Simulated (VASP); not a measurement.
Input:

```yaml
crystal:
  lattice:
    - [0.00000, 3.21194, 3.21194]
    - [3.21194, 0.00000, 3.21194]
    - [3.21194, 3.21194, 0.00000]
  atoms:
    - { symbol: K, position: [0.00000, 0.00000, 0.00000] }
    - { symbol: Cl, position: [0.50000, 0.50000, 0.50000] }
```

Method: TPSS meta-GGA, VASP's PBE PAW potentials (set 64) (plane waves; VASP). Numerical set-up: 520 eV cut-off, 7×7×7 Γ-centred mesh, Gaussian smearing of 0.050 eV, potentials K_sv Cl.

Problem. What does the run give for the energy per atom (σ→0), band gap (on the k-mesh) with the smallest direct gap where there is one?

Solution. 
| Property | Value |
|---|---|
| band gap (on the k-mesh) | 5.49 eV |
| smallest direct gap (on the k-mesh) | 5.49 eV |
| energy per atom (σ→0) | -9.416 eV/atom |

Only differences to runs with the same potentials and settings are physical.

The compound is KCl in the rock salt structure. It was relaxed first, which changed the volume by +7 %.
